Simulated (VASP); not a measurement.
Calculation: PBE GGA + U (Dudarev), VASP's PBE PAW potentials (set 64) (plane waves; VASP).

VASP input:

INCAR:
```
ALGO = Normal
EDIFF = 1E-6
ENCUT = 520
GGA = PE
ISIF = 2
ISMEAR = 1
LASPH = T
LCHARG = F
LDAU = T
LDAUJ = 0 0
LDAUL = 2 -1
LDAUPRINT = 1
LDAUTYPE = 2
LDAUU = 6.0 0
LMAXMIX = 4
LORBIT = 10
LREAL = F
LWAVE = F
NELM = 100
PREC = Accurate
SIGMA = 0.1
SYSTEM = TiC
```

**KPOINTS**
```
Automatic
0
G
 13 13 13
```

POSCAR:
```
TiC
1
    0.0000000000     2.1650000000     2.1650000000
    2.1650000000     0.0000000000     2.1650000000
    2.1650000000     2.1650000000     0.0000000000
Ti C
1 1
Direct
  0.0000000000   0.0000000000   0.0000000000
  0.5000000000   0.5000000000   0.5000000000
```

POTCAR, in this order: Ti_sv C (PBE.64 set). Program: vasp_std.

The resulting files:

File OUTCAR:
```
 ion  position               nearest neighbor table
   1  0.000  0.000  0.000-   2 2.17   2 2.17   2 2.17   2 2.17   2 2.17   2 2.17
   2  0.500  0.500  0.500-   1 2.17   1 2.17   1 2.17   1 2.17   1 2.17   1 2.17
  LATTYP: Found a face centered cubic cell.
 ALAT       =     4.3300000000
 Subroutine PRICEL returns:
 Original cell was already a primitive cell.
 Subroutine GETGRP returns: Found 48 space group operations
The static configuration has the point symmetry O_h .
The dynamic configuration has the point symmetry O_h .
 Subroutine INISYM returns: Found 48 space group operations
 Subroutine IBZKPT returns following result:
 Found     84 irreducible k-points:

 Following reciprocal coordinates:
            Coordinates               Weight
  0.000000  0.000000  0.000000      1.000000
  0.076923  0.000000  0.000000      8.000000
  0.153846  0.000000  0.000000      8.000000
  0.230769  0.000000  0.000000      8.000000
  0.307692  0.000000  0.000000      8.000000
  0.384615  0.000000  0.000000      8.000000
  0.461538  0.000000  0.000000      8.000000
  0.076923  0.076923  0.000000      6.000000
  0.153846  0.076923  0.000000     24.000000
  0.230769  0.076923  0.000000     24.000000
  0.307692  0.076923  0.000000     24.000000
  0.384615  0.076923  0.000000     24.000000
  0.461538  0.076923  0.000000     24.000000
 -0.461538  0.076923  0.000000     24.000000
 -0.384615  0.076923  0.000000     24.000000
 -0.307692  0.076923  0.000000     24.000000
 -0.230769  0.076923  0.000000     24.000000
 -0.153846  0.076923  0.000000     24.000000
 -0.076923  0.076923  0.000000     12.000000
  0.153846  0.153846  0.000000      6.000000
  0.230769  0.153846  0.000000     24.000000
  0.307692  0.153846  0.000000     24.000000
  0.384615  0.153846  0.000000     24.000000
  0.461538  0.153846  0.000000     24.000000
 -0.461538  0.153846  0.000000     24.000000
 -0.384615  0.153846  0.000000     24.000000
 -0.307692  0.153846  0.000000     24.000000
 -0.230769  0.153846  0.000000     24.000000
 -0.153846  0.153846  0.000000     12.000000
  0.230769  0.230769  0.000000      6.000000
  0.307692  0.230769  0.000000     24.000000
  0.384615  0.230769  0.000000     24.000000
  0.461538  0.230769  0.000000     24.000000
 -0.461538  0.230769  0.000000     24.000000
 -0.384615  0.230769  0.000000     24.000000
 -0.307692  0.230769  0.000000     24.000000
 -0.230769  0.230769  0.000000     12.000000
  0.307692  0.307692  0.000000      6.000000
  0.384615  0.307692  0.000000     24.000000
  0.461538  0.307692  0.000000     24.000000
   k-points           NKPTS =     84   k-points in BZ     NKDIM =     84   number of bands    NBANDS=     12
   number of dos      NEDOS =    301   number of ions     NIONS =      2
   total plane-waves  NPLWV =  13824
   dimension x,y,z NGX =    24 NGY =   24 NGZ =   24
   dimension x,y,z NGXF=    48 NGYF=   48 NGZF=   48
   ions per type =               1   1
   PREC   = accura    normal or accurate (medium, high low for compatibility)
   ISTART =      0    job   : 0-new  1-cont  2-samecut
   ICHARG =      2    charge: 1-file 2-atom 10-const
   ISPIN  =      1    spin polarized calculation?
   LNONCOLLINEAR =      F non collinear calculations
   LSORBIT =      F    spin-orbit coupling
   INIWAV =      1    electr: 0-lowe 1-rand  2-diag
   ENCUT  =  520.0 eV  38.22 Ry    6.18 a.u.   5.69  5.69  5.69*2*pi/ulx,y,z
   NELM   =    100;   NELMIN=  2; NELMDL= -5     # of ELM steps
   EDIFF  = 0.1E-05   stopping-criterion for ELM
   LREAL  =      F    real-space projection
   NLSPLINE    = F    spline interpolate recip. space projectors
   LMAXMIX     =    4 max onsite mixed and CHGCAR
...
```

OSZICAR:
```
       N       E                     dE             d eps       ncg     rms          rms(c)
DAV:   1     0.120396018493E+03    0.12040E+03   -0.84768E+03  2016   0.160E+03
DAV:   2    -0.110450649955E+02   -0.13144E+03   -0.12520E+03  2076   0.379E+02
DAV:   3    -0.209358034533E+02   -0.98907E+01   -0.94938E+01  2620   0.991E+01
DAV:   4    -0.214264464640E+02   -0.49064E+00   -0.49016E+00  2724   0.211E+01
DAV:   5    -0.214394094581E+02   -0.12963E-01   -0.12962E-01  2720   0.312E+00    0.187E+01
DAV:   6    -0.144336863001E+02    0.70057E+01   -0.34689E+01  2464   0.746E+01    0.575E+00
DAV:   7    -0.142934484486E+02    0.14024E+00   -0.26724E+00  2324   0.212E+01    0.397E+00
DAV:   8    -0.143264114423E+02   -0.32963E-01   -0.43381E-01  2180   0.884E+00    0.122E+00
DAV:   9    -0.143446975260E+02   -0.18286E-01   -0.52392E-02  2612   0.256E+00    0.135E+00
DAV:  10    -0.143329326504E+02    0.11765E-01   -0.24835E-02  2112   0.251E+00    0.452E-01
DAV:  11    -0.143313688802E+02    0.15638E-02   -0.58254E-03  2524   0.972E-01    0.467E-02
DAV:  12    -0.143314633355E+02   -0.94455E-04   -0.40653E-04  2436   0.285E-01    0.410E-02
DAV:  13    -0.143314462691E+02    0.17066E-04   -0.70492E-05  2364   0.141E-01    0.637E-03
DAV:  14    -0.143314470618E+02   -0.79272E-06   -0.39011E-06  2476   0.238E-02
   1 F= -.14331447E+02 E0= -.14331350E+02  d E =-.291958E-03
```

File OUTCAR:
```
------------------------ aborting loop because EDIFF is reached ----------------------------------------
  FORCE on cell =-STRESS in cart. coord.  units (eV):
  Direction    XX          YY          ZZ          XY          YZ          ZX
  --------------------------------------------------------------------------------------
  Total        2.3164481      2.3164481      2.3164481      0.0000000      0.0000000     -0.0000000
  in kB      182.8645262    182.8645262    182.8645262      0.0000000      0.0000000     -0.0000000
  external PRESSURE =     182.8645262 kB  Pullay stress =       0.0000000 kB
  volume of cell :       20.30
      direct lattice vectors                 reciprocal lattice vectors
     0.000000000  2.165000000  2.165000000    -0.230946882  0.230946882  0.230946882
     2.165000000  0.000000000  2.165000000     0.230946882 -0.230946882  0.230946882
     2.165000000  2.165000000  0.000000000     0.230946882  0.230946882 -0.230946882
 POSITION                                       TOTAL-FORCE (eV/Angst)
 -----------------------------------------------------------------------------------
      0.00000      0.00000      0.00000         0.000000      0.000000      0.000000
      2.16500      2.16500      2.16500        -0.000000     -0.000000     -0.000000
 -----------------------------------------------------------------------------------
    total drift:                                0.000000     -0.000000     -0.000000
  FREE ENERGIE OF THE ION-ELECTRON SYSTEM (eV)
  ---------------------------------------------------
  free  energy   TOTEN  =       -14.3314470618 eV

  energy  without entropy=      -14.3311551041  energy(sigma->0) =      -14.33134974

 total charge

# of ion       s       p       d       tot
------------------------------------------
    1        2.220   6.286   1.734  10.239
    2        0.885   1.567   0.000   2.453
--------------------------------------------------
tot          3.105   7.853   1.734  12.692
```
(Selected blocks of OUTCAR.)

The compound is TiC in the rock salt structure. The cell was not relaxed at this level. The run is one of a series of settings (LDAU = .TRUE., LDAUJ = 0 0, LDAUL = 2 -1, LDAUTYPE = 2, LDAUU = 6.0 0 against the base run), some of them coarse on purpose.
